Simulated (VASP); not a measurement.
# TeRu (P-6m2) in VASP: single point with LDA+U

Aim: the single point of TeRu with LDA+U.

All numbers are computed with VASP 6.6.1; they aren't measurements. Logs are shortened: lines on timing, memory, paths and dates and some standing lists are left out, and cuts for length are marked.

## 1. The crystal as given

The structure is hexagonal, space group P-6m2 (No. 187). Conventional cell: a = 3.795 Å, b = 3.795 Å, c = 3.704 Å, α = 90.00°, β = 90.00°, γ = 120.00°. Ru (site symmetry -6m2) has 6 Te at 2.87 Å as nearest neighbours. Te (site symmetry -6m2) has 6 Ru at 2.87 Å as nearest neighbours.

The cell comes from a database or a generator and needn't be the stable form of this composition.

## 2. Single point, LDA+U

INCAR reads:

```
  ALGO = Normal
  EDIFF = 1E-7
  ENCUT = 520
  GGA = CA
  ISIF = 2
  ISMEAR = 0
  LASPH = True
  LCHARG = False
  LDAU = True
  LDAUJ = 0 0
  LDAUL = 2 -1
  LDAUPRINT = 1
  LDAUTYPE = 2
  LDAUU = 2 0
  LMAXMIX = 4
  LREAL = False
  LWAVE = False
  NELM = 100
  PREC = Accurate
  SIGMA = 0.05
```

KPOINTS reads:

```
k-points
0
Gamma
  6 6 5
```

POSCAR reads:

```
TeRu
1.0
    3.7950828900      0.0000000000      0.0000000000
   -1.8975414500      3.2866381900      0.0000000000
    0.0000000000      0.0000000000      3.7038128800
Ru Te
1 1
Direct
    0.0000000000      0.0000000000      0.0000000000
    0.6666666667      0.3333333333      0.5000000000
```

Potentials or basis: VASP PAW LDA potentials, release 64 (Ru_pv, Te).

The run is started by

```
> cat potpaw_LDA.64/Ru_pv/POTCAR potpaw_LDA.64/Te/POTCAR > POTCAR
> mpirun -np 1 vasp_std > vasp.out
```

OUTCAR:

```text
EDIFF = 1E-7
   ENCUT = 520
   GGA = CA
   ISIF = 2
   ISMEAR = 0
   LASPH = True
   LREAL = False
   NELM = 100
   PREC = Accurate

 ion  position               nearest neighbor table
   1  0.000  0.000  0.000-   2 2.87   2 2.87   2 2.87   2 2.87   2 2.87   2 2.87
   2  0.667  0.333  0.500-   1 2.87   1 2.87   1 2.87   1 2.87   1 2.87   1 2.87

  LATTYP: Found a hexagonal cell.
 ALAT       =     3.7950828900
 C/A-ratio  =     0.9759504568

  Lattice vectors:

 A1 = (   3.7950828900,   0.0000000000,   0.0000000000)
 A2 = (  -1.8975414500,   3.2866381900,   0.0000000000)
 A3 = (   0.0000000000,   0.0000000000,   3.7038128800)

Analysis of symmetry for initial positions (statically):
=====================================================================
 Subroutine PRICEL returns:
 Original cell was already a primitive cell.

 Routine SETGRP: Setting up the symmetry group for a
 hexagonal supercell.

 Subroutine GETGRP returns: Found 12 space group operations
 (whereof 12 operations were pure point group operations)
 out of a pool of 24 trial point group operations.

The static configuration has the point symmetry D_3h.

Analysis of symmetry for dynamics (positions and initial velocities):
=====================================================================
 Subroutine PRICEL returns:
 Original cell was already a primitive cell.

 Routine SETGRP: Setting up the symmetry group for a
 hexagonal supercell.

 Subroutine GETGRP returns: Found 12 space group operations
 (whereof 12 operations were pure point group operations)
 out of a pool of 24 trial point group operations.

The dynamic configuration has the point symmetry D_3h.

 Subroutine INISYM returns: Found 12 space group operations
 (whereof 12 operations are pure point group operations),
 and found     1 'primitive' translations

----------------------------------------------------------------------------------------

                                     Primitive cell

  volume of cell :      46.1979

  direct lattice vectors                    reciprocal lattice vectors
     3.795082890  0.000000000  0.000000000     0.263498856  0.152131136  0.000000000
    -1.897541450  3.286638190  0.000000000     0.000000000  0.304262271  0.000000000
     0.000000000  0.000000000  3.703812880     0.000000000  0.000000000  0.269992041

  length of vectors
     3.795082890  3.795082891  3.703812880     0.304262271  0.304262271  0.269992041

  position of ions in fractional coordinates (direct lattice)
     0.000000000  0.000000000  0.000000000
     0.666666667  0.333333333  0.500000000

  ion indices of the primitive-cell ions
   primitive index   ion index
                 1           1
                 2           2

----------------------------------------------------------------------------------------

 KPOINTS: k-points

Automatic generation of k-mesh.
 Grid dimensions read from file:
 generate k-points for:    6    6    5

 Generating k-lattice:

  Cartesian coordinates                     Fractional coordinates (reciprocal lattice)
     0.043916476  0.025355189  0.000000000     0.166666667  0.000000000  0.000000000
     0.000000000  0.050710379  0.000000000     0.000000000  0.166666667  0.000000000
     0.000000000  0.000000000  0.053998408     0.000000000  0.000000000  0.200000000

  Length of vectors
     0.050710379  0.050710379  0.053998408

  Shift w.r.t. Gamma in fractional coordinates (k-lattice)
     0.000000000  0.000000000  0.000000000

 Subroutine IBZKPT returns following result:
 ===========================================

 Found     21 irreducible k-points:

 Following reciprocal coordinates:
            Coordinates               Weight
  0.000000  0.000000  0.000000      1.000000
  0.166667  0.000000  0.000000      6.000000
  0.333333  0.000000  0.000000      6.000000
  0.500000 -0.000000  0.000000      3.000000
  0.166667  0.166667  0.000000      6.000000
  0.333333  0.166667  0.000000     12.000000
[... 13 lines left out ...]
  0.333333  0.166667  0.400000     24.000000
  0.333333  0.333333  0.400000      4.000000
   k-points           NKPTS =     21   k-points in BZ     NKDIM =     21   number of bands    NBANDS=     14
   number of dos      NEDOS =    301   number of ions     NIONS =      2
   total plane-waves  NPLWV =  21952
   dimension x,y,z NGX =    28 NGY =   28 NGZ =   28
   dimension x,y,z NGXF=    56 NGYF=   56 NGZF=   56
   ions per type =               1   1
   NGX,Y,Z   is equivalent  to a cutoff of  12.27, 12.27, 12.57 a.u.
   NGXF,Y,Z  is equivalent  to a cutoff of  24.53, 24.53, 25.14 a.u.
 SYSTEM =  unknown system
   PREC   = accura    normal or accurate (medium, high low for compatibility)
   ISTART =      0    job   : 0-new  1-cont  2-samecut
   ICHARG =      2    charge: 1-file 2-atom 10-const
   ISPIN  =      1    spin polarized calculation?
   LNONCOLLINEAR =      F non collinear calculations
   LSORBIT =      F    spin-orbit coupling
   LASPH  =      T    aspherical Exc in radial PAW
   ENCUT  =  520.0 eV  38.22 Ry    6.18 a.u.   7.06  7.06  6.89*2*pi/ulx,y,z
   NELM   =    100;   NELMIN=  2; NELMDL= -5     # of ELM steps
   EDIFF  = 0.1E-06   stopping-criterion for ELM
   LREAL  =      F    real-space projection
   EDIFFG = 0.1E-05   stopping-criterion for IOM
   NSW    =      0    number of steps for IOM
   IBRION =     -1    ionic relax: 0-MD 1-quasi-New 2-CG
   NFREE  =      0    steps in history (QN), initial steepest desc. (CG)
   ISIF   =      2    stress and relaxation
   ISYM   =      2    0-nonsym 1-usesym 2-fastsym
   POTIM  = 0.5000    time-step for ionic-motion
   TEBEG  =    0.0;   TEEND  =   0.0 temperature during run
   PSTRESS=    0.0 pullay stress
   NELECT =      20.0000    total number of electrons
   NUPDOWN=      -1.0000    fix difference up-down
   EMIN   =  10.00;   EMAX   =-10.00  energy-range for DOS
   EFERMI =   0.00;   METHOD = LEGACY
   ISMEAR =     0;   SIGMA  =   0.05  broadening in eV -4-tet -1-fermi 0-gaus
   EFERMI_NEDOS =   21; number of points for ismear=-14 and -15
   IALGO  =     38    algorithm
   IMIX   =      4    mixing-type and parameters
     AMIX     =   0.40;   BMIX     =  1.00
     AMIX_MAG =   1.60;   BMIX_MAG =  1.00
  volume/ion in A,a.u.               =      23.10       155.88
  Fermi-wavevector in a.u.,A,eV,Ry     =   1.238447  2.340326 20.867949  1.533751
  Thomas-Fermi vector in A             =   2.372972
   LORBIT       =      0    0 simple, 1 ext, 2 COOP (PROOUT), +10 PAW based schemes
 LDA+U is selected, type is set to LDAUTYPE =  2
   angular momentum for each species LDAUL =     2   -1
   U (eV)           for each species LDAUU =   2.0  0.0
   J (eV)           for each species LDAUJ =   0.0  0.0
   GGA     = CA    functional components
   LHFCALC =     F    Hartree Fock is set to
   AEXX    =    0.0000 exact exchange contribution
   IVDW    =     0    specifies the selected vdW correction
   LEPSILON=     F    determine dielectric tensor
   LRPA    =     F    only Hartree local field effects (RPA)
 non-spin polarized calculation
 Gauss-broadening in eV      SIGMA  =   0.05
  energy-cutoff  :      520.00
  volume of cell :       46.20
 maximum number of plane-waves:      1262
   NGX = 15   NGY = 15   NGZ = 13

atom =   1  type =  1  l = 2

 onsite density matrix

spin component  1

  0.6803  0.0000  0.0000 -0.0000  0.0000
  0.0000  0.4719  0.0000 -0.0000 -0.0000
  0.0000  0.0000  0.7986 -0.0000 -0.0000
 -0.0000 -0.0000 -0.0000  0.4719  0.0000
  0.0000 -0.0000 -0.0000  0.0000  0.6803

spin component  2

  0.6803  0.0000  0.0000 -0.0000  0.0000
  0.0000  0.4719  0.0000 -0.0000 -0.0000
  0.0000  0.0000  0.7986 -0.0000 -0.0000
 -0.0000 -0.0000 -0.0000  0.4719  0.0000
  0.0000 -0.0000 -0.0000  0.0000  0.6803

 occupancies and eigenvectors

  o =  0.4719  v =  0.0000 -0.8378  0.0000 -0.5459  0.0000  0.0000  0.0000  0.0000  0.0000  0.0000      0.0000  0.0000  0.0000  0.0000  0.0000  0.0000  0.0000  0.0000  0.0000  0.0000
  o =  0.4719  v =  0.0000  0.0000  0.0000  0.0000  0.0000  0.0000 -0.8378  0.0000 -0.5459  0.0000      0.0000  0.0000  0.0000  0.0000  0.0000  0.0000  0.0000  0.0000  0.0000  0.0000
  o =  0.4719  v = -0.0000  0.5459 -0.0000 -0.8378 -0.0000  0.0000  0.0000  0.0000  0.0000  0.0000      0.0000  0.0000  0.0000  0.0000  0.0000  0.0000  0.0000  0.0000  0.0000  0.0000
  o =  0.4719  v =  0.0000  0.0000  0.0000  0.0000  0.0000 -0.0000  0.5459 -0.0000 -0.8378 -0.0000      0.0000  0.0000  0.0000  0.0000  0.0000  0.0000  0.0000  0.0000  0.0000  0.0000
  o =  0.6803  v =  0.0000  0.0000  0.0000  0.0000  0.0000 -0.9938  0.0000  0.0000 -0.0000  0.1116      0.0000  0.0000  0.0000  0.0000  0.0000  0.0000  0.0000  0.0000  0.0000  0.0000
  o =  0.6803  v = -0.9938  0.0000  0.0000 -0.0000  0.1116  0.0000  0.0000  0.0000  0.0000  0.0000      0.0000  0.0000  0.0000  0.0000  0.0000  0.0000  0.0000  0.0000  0.0000  0.0000
  o =  0.6803  v =  0.0000  0.0000  0.0000  0.0000  0.0000  0.1116  0.0000  0.0000 -0.0000  0.9938      0.0000  0.0000  0.0000  0.0000  0.0000  0.0000  0.0000  0.0000  0.0000  0.0000
  o =  0.6803  v =  0.1116  0.0000  0.0000 -0.0000  0.9938  0.0000  0.0000  0.0000  0.0000  0.0000      0.0000  0.0000  0.0000  0.0000  0.0000  0.0000  0.0000  0.0000  0.0000  0.0000
  o =  0.7986  v = -0.0000 -0.0000 -1.0000  0.0000  0.0000  0.0000  0.0000  0.0000  0.0000  0.0000      0.0000  0.0000  0.0000  0.0000  0.0000  0.0000  0.0000  0.0000  0.0000  0.0000
  o =  0.7986  v =  0.0000  0.0000  0.0000  0.0000  0.0000 -0.0000 -0.0000 -1.0000  0.0000  0.0000      0.0000  0.0000  0.0000  0.0000  0.0000  0.0000  0.0000  0.0000  0.0000  0.0000

 number of electron      19.9999992 magnetization

 Free energy of the ion-electron system (eV)
  ---------------------------------------------------
  ext. energy  EPLUGINS =         0.00000000
  ---------------------------------------------------
  free energy    TOTEN  =       -10.77946514 eV

  energy without entropy =      -10.77869896  energy(sigma->0) =      -10.77908205

 E-fermi :   8.1024     XC(G=0): -11.1113

 val. band max:        7.9157355435   @ k =   0.3333   0.1667   0.4000
 cond. band min:       8.1541538549   @ k =   0.1667   0.1667   0.2000
 fundamental gap:      0.2384183114
 Fermi energy:         8.1023729347

 k-point     1 :       0.0000    0.0000    0.0000
  band No.  band energies     occupation
      1     -33.6767      2.00000
      2     -33.4432      2.00000
      3     -33.4432      2.00000
      4      -5.0546      2.00000
      5       5.3021      2.00000
      6       5.3021      2.00000
      7       5.3514      2.00000
      8       6.6972      2.00000
      9       7.2619      2.00000
     10       7.2619      2.00000
     11       9.8206      0.00000
     12       9.8206      0.00000
     13      10.8392      0.00000
     14      14.3585      0.00000

 k-point     2 :       0.1667    0.0000    0.0000
  band No.  band energies     occupation
      1     -33.6760      2.00000
      2     -33.4482      2.00000
      3     -33.4445      2.00000
      4      -4.7840      2.00000
      5       4.3912      2.00000
      6       5.4571      2.00000
      7       5.6160      2.00000
      8       5.8979      2.00000
      9       7.2242      2.00000
     10       8.4099      0.00000
     11       8.5098      0.00000
     12       9.2090      0.00000
     13      11.9838      0.00000
     14      14.2110      0.00000

 k-point     3 :       0.3333    0.0000    0.0000
  band No.  band energies     occupation
      1     -33.6746      2.00000
      2     -33.4579      2.00000
      3     -33.4470      2.00000
      4      -4.1268      2.00000
      5       2.8085      2.00000
      6       5.2911      2.00000
      7       5.7356      2.00000
      8       5.8238      2.00000
      9       7.1505      2.00000
     10       7.8011      2.00000
     11       8.2692      0.00000
     12       9.8381      0.00000
     13      12.0725      0.00000
     14      14.5311      0.00000
[... 273 lines left out ...]
 k-point    20 :       0.3333    0.1667    0.4000
  band No.  band energies     occupation
      1     -33.6908      2.00000
      2     -33.4581      2.00000
      3     -33.4486      2.00000
      4      -3.2105      2.00000
      5       3.1014      2.00000
      6       3.4155      2.00000
      7       4.4896      2.00000
      8       6.6240      2.00000
      9       7.5409      2.00000
     10       7.9157      2.00000
     11       8.4295      0.00000
     12       9.9898      0.00000
     13      10.6940      0.00000
     14      13.1345      0.00000

 k-point    21 :       0.3333    0.3333    0.4000
  band No.  band energies     occupation
      1     -33.6904      2.00000
      2     -33.4559      2.00000
      3     -33.4537      2.00000
      4      -3.0662      2.00000
      5       3.1051      2.00000
      6       3.4186      2.00000
      7       4.1420      2.00000
      8       6.7741      2.00000
      9       7.4564      2.00000
     10       8.1662      0.07089
     11       9.0362      0.00000
     12       9.4613      0.00000
     13      10.2891      0.00000
     14      11.6770      0.00000

------------------------ aborting loop because EDIFF is reached ----------------------------------------

  FORCE on cell =-STRESS in cart. coord.  units (eV):
  Direction    XX          YY          ZZ          XY          YZ          ZX
  --------------------------------------------------------------------------------------
  -------------------------------------------------------------------------------------
  Total       -5.0771372     -5.0771372     -7.3322374      0.0000000      0.0000000     -0.0000000
  in kB     -176.0788867   -176.0788864   -254.2874348      0.0000003      0.0000000     -0.0000000
  external PRESSURE =    -202.1484026 kB  Pullay stress =       0.0000000 kB

 VOLUME and BASIS-vectors are now :
 -----------------------------------------------------------------------------
  energy-cutoff  :      520.00
  volume of cell :       46.20
      direct lattice vectors                 reciprocal lattice vectors
     3.795082890  0.000000000  0.000000000     0.263498856  0.152131136  0.000000000
    -1.897541450  3.286638190  0.000000000     0.000000000  0.304262271  0.000000000
     0.000000000  0.000000000  3.703812880     0.000000000  0.000000000  0.269992041

 POSITION                                       TOTAL-FORCE (eV/Angst)
 -----------------------------------------------------------------------------------
      0.00000      0.00000      0.00000         0.000000      0.000000      0.000000
      1.89754      1.09555      1.85191         0.000000     -0.000000      0.000000
 -----------------------------------------------------------------------------------
    total drift:                               -0.000000      0.000000      0.000000

  FREE ENERGIE OF THE ION-ELECTRON SYSTEM (eV)
  ---------------------------------------------------
  free  energy   TOTEN  =       -10.7794651442 eV

  energy  without entropy=      -10.7786989592  energy(sigma->0) =      -10.77908205
```

Run time: 9.9 s. Hardware: 1 thread of AMD EPYC 7R43 (Zen 3), shared host; peak memory 0.11 GiB.

What came out:

```
Free energy            : -10.7795 eV
Pressure               : -20.2 GPa
Band gap on the k mesh : none (metal or under the smearing width)
```

Stress tensor (GPa, compression positive):
```
-17.61   0.00   0.00
  0.00 -17.61   0.00
  0.00   0.00 -25.43
```

Eigenvalues of the final occupation matrices:
```
    site  spin  trace               eigenvalues
site 1 d     1   3.10  0.47 0.47 0.68 0.68 0.80
site 1 d     2   3.10  0.47 0.47 0.68 0.68 0.80
```

Caveat: U without spin polarisation on a metal has little footing; the U is typed as a test and isn't derived for this compound.
